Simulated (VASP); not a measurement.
Energy against volume of Ni$_{3}$Si (L1_2). All values below come from r2SCAN meta-GGA, VASP's PBE PAW potentials (set 64) (plane waves; VASP 6.6.1).

```
V (Å³/atom)  E (eV/atom)
-----------  -----------
9.786          -11.56196
10.098         -11.58577
10.411         -11.59312
10.723         -11.58662
11.035         -11.56843
```

Task: Fit a third-order Birch-Murnaghan equation of state.

Result: 
```yaml
volume_per_atom: 10.41 Å³/atom
bulk_modulus: 236 GPa
pressure_derivative_of_the_bulk_modulus: 4.71
lattice_constant_a: 3.466 Å
```

Measured: a 3.510 Å (computed value off by -1.2 %), as given by Metallic Nickel Silicides: Experiments and Theory for NiSi and First Principles Calculations for Other Phases, …. The calculation is for a static lattice, while the measured a holds thermal and zero-point effects, which are part of the difference.

The compound is Ni3Si in the L1_2 structure. It was relaxed first. The run is not spin-polarised, so no magnetic state was tried.
